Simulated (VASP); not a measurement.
Input of a VASP 6.6.1 run:

The input INCAR:

```
  PREC = Accurate
  ENCUT = 520
  EDIFF = 1E-6
  ISMEAR = 0
  SIGMA = 0.1
  LREAL = F
  LASPH = T
  NELM = 60
  ALGO = Normal
  ISIF = 2
  LWAVE = F
  LCHARG = T
  GGA = PS
  LELF = T
  LVHAR = T
  NBANDS = 54
```

The input KPOINTS:

```
regular mesh
0
Gamma
  3 3 2
```

File POSCAR:

```
LuB4Os6
1.0
    5.4417090000      0.0000002900      0.0000000000
   -2.7208547500      4.7126598600      0.0000000000
    0.0000000000      0.0000000000      6.1130700000
B Os Lu
4 6 1
Direct
    0.3390807425      0.6780890191      0.0001019128
    0.6979471436      0.3960892263      0.0001235059
    0.3556502300      0.7114882034      0.5001256325
    0.6801286151      0.3600361268      0.5001251417
    0.5088055455      0.0173878139      0.2287039082
    0.4611240020      0.4655737803      0.2551263113
    0.0045408081      0.4654065992      0.2550320870
    0.5087706417      0.0174003333      0.7715226556
    0.4610728917      0.4655487414      0.7450915825
    0.0045155159      0.4653788017      0.7452193415
   -0.0293081397     -0.0589709420      0.5001441174
```

Potentials or basis: VASP PAW PBE potentials, release 64 (B, Os, Lu).

Launch:

```console
$ cat potpaw_PBE.64/B/POTCAR potpaw_PBE.64/Os/POTCAR potpaw_PBE.64/Lu/POTCAR > POTCAR
$ mpirun -np 1 vasp_std > vasp.out
```

Question: Estimate the pressure.

Answer: -6.2 GPa.

Question: Estimate the band gap on the k mesh.

Answer: None (metal or under the smearing width).

Stress tensor (GPa, compression positive):
```
  1.73   0.01   0.00
  0.01  -0.69   0.00
  0.00   0.00 -19.67
```

Caveat: the k mesh is coarse (spacing up to 0.51 Å⁻¹), so the values aren't converged; the PAW data sets were made with another functional, which shifts forces and pressure a little. The run has no spin-orbit coupling, so splittings on Lu, Os are missing.
